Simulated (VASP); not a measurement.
Lu3SiN3: single point with PBE+D4

Lu3SiN3:

```xyz
7
Lattice="3.6062 0.0000 0.0000 0.0000 3.6062 0.0000 0.0000 0.0000 8.3450" Properties=species:S:1:pos:R:3 pbc="T T T"
N     0.0000    0.0000    2.7989
N     0.0000    0.0000    5.5461
N     1.8031    1.8031    0.0000
Lu    1.8031    1.8031    2.3182
Lu    1.8031    1.8031    6.0267
Lu    0.0000    0.0000    0.0000
Si    0.0000    0.0000    4.1725
```

The cell was built by a generator and needn't be a form met in nature.

| Item | Value |
| --- | --- |
| Program | VASP 6.6.1 |
| Task | single point |
| Functional | PBE |
| Dispersion | D4 |
| Potentials or basis | VASP PAW PBE potentials, release 64 (N, Lu, Si) |
| Cutoff | 520 eV |
| k mesh | 5 × 5 × 2 |
| Occupations | methfessel-paxton, width 0.2114 eV |
| Spin | non-collinear spin, zero start, spin-orbit coupling |
| Starting moments | [[0.0, 0.0, 0.0], [0.0, 0.0, 0.0], [0.0, 0.0, 0.0], [0.0, 0.0, 0.0], [0.0, 0.0, 0.0], [0.0, 0.0, 0.0], [0.0, 0.0, 0.0]] μB |

```yaml
Pressure: 12.6 GPa
Largest_force: 22.786 eV/Å
Net_moment: 0.00 μB per cell
Valence_electrons_inside_the_program's_atomic_spheres: N 3.96, 3.59; Lu 23.19, 23.13; Si 2.26
Dispersion_energy_per_atom: -0.254 eV
```

Forces in eV/Å, atoms in the order of the input:
```
N     0.000   0.000 -22.786
N     0.000   0.000  22.786
N     0.000   0.000   0.000
Lu    0.000   0.000   0.263
Lu    0.000   0.000  -0.263
Lu    0.000   0.000   0.000
Si    0.000   0.000   0.000
```

Stress tensor (GPa, compression positive):
```
-16.23   0.00   0.00
  0.00 -16.23   0.00
  0.00   0.00  70.33
```

Moments on the atoms (μB; x, y, z):
```
N   0.00 0.00 0.00
N   0.00 0.00 0.00
N   0.00 0.00 0.00
Lu  0.00 0.00 0.00
Lu  0.00 0.00 0.00
Lu  0.00 0.00 0.00
Si  0.00 0.00 0.00
```

Run time: 11 min on 1 thread of Intel(R) Xeon(R) Platinum 8488C (Sapphire Rapids), on a shared host, peak memory 0.52 GiB.

Caveat: the k mesh is coarse (spacing up to 0.38 Å⁻¹), so the values aren't converged; forces of over 1 eV/Å show positions far from the minimum, so gaps and moduli don't describe the material at rest.
